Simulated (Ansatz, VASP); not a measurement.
## Two plane-wave programs on RbCaH3

File INCAR:

```
SYSTEM = RbCaH3
PREC = Accurate
ENCUT = 520
EDIFF = 1E-6
ISMEAR = 0
SIGMA = 0.05
LREAL = .FALSE.
LASPH = .TRUE.
NELM = 60
ALGO = Normal
ISIF = 2
LWAVE = .FALSE.
LCHARG = .FALSE.
NBANDS = 19
```

Contents of KPOINTS:

```
regular mesh
0
G
  6 6 6
  0 0 0
```

File POSCAR:

```
RbCaH3
1.0
    4.5470000000      0.0000000000      0.0000000000
    0.0000000000      4.5470000000      0.0000000000
    0.0000000000      0.0000000000      4.5470000000
Rb Ca H
1 1 3
Direct
    0.0000000000      0.0000000000     -0.0549813064
    0.5000000000      0.5000000000      0.5000000000
    0.0000000000      0.5000000000      0.5000000000
    0.5000000000      0.0000000000      0.5000000000
    0.5000000000      0.5000000000      0.0000000000
```

Input for Ansatz:

```yaml
crystal:
  lattice:
    - [4.547, 0.0, 0.0]
    - [0.0, 4.547, 0.0]
    - [0.0, 0.0, 4.547]
  atoms:
    - { symbol: Rb, position: [0.0, 0.0, -0.0549813064] }
    - { symbol: Ca, position: [0.5, 0.5, 0.5] }
    - { symbol: H, position: [0.0, 0.5, 0.5] }
    - { symbol: H, position: [0.5, 0.0, 0.5] }
    - { symbol: H, position: [0.5, 0.5, 0.0] }
basis:
  ecutwfc: 420
kpoints:
  mp_grid: { grid: [6, 6, 6] }
hamiltonian:
  xc: lda
scf:
  occupations: { method: gaussian, width: 0.05 }
output:
  forces: true
  stress: true
  eigenvalues: true
```

Change from the starting cell: all Rb atoms moved -0.250 Å, as atom 1 along Cartesian [0 0 1].

Alike in both runs: task single point; functional LDA; k mesh 6 × 6 × 6; occupations gaussian, width 0.05 eV; no spin polarisation.

```csv
,VASP,Ansatz
version,VASP 6.6.1,Ansatz 0.2.0
potentials or method,"VASP PAW LDA potentials, release 64 (Rb_sv, Ca_sv, H)","scalar-relativistic, plane waves, PAW"
plane-wave cutoff (eV),520,420
valence electrons in the cell,22,22
```

|  | VASP | Ansatz | Ansatz less VASP |
| --- | --- | --- | --- |
| gap on the k mesh at the Fermi level (eV) | 2.92 | 2.93 | +0.009 |
| least direct gap on the mesh (eV) | 2.92 | 2.93 | +0.009 |
| pressure (GPa) | -2.2 | -2.2 | -0.02 |
| rms of the force components (eV/Å) | 0.079 | 0.079 | -0.0005 |

Atom by atom the forces differ by 0.001 eV/Å (rms over components).

A k mesh can miss the band edges.
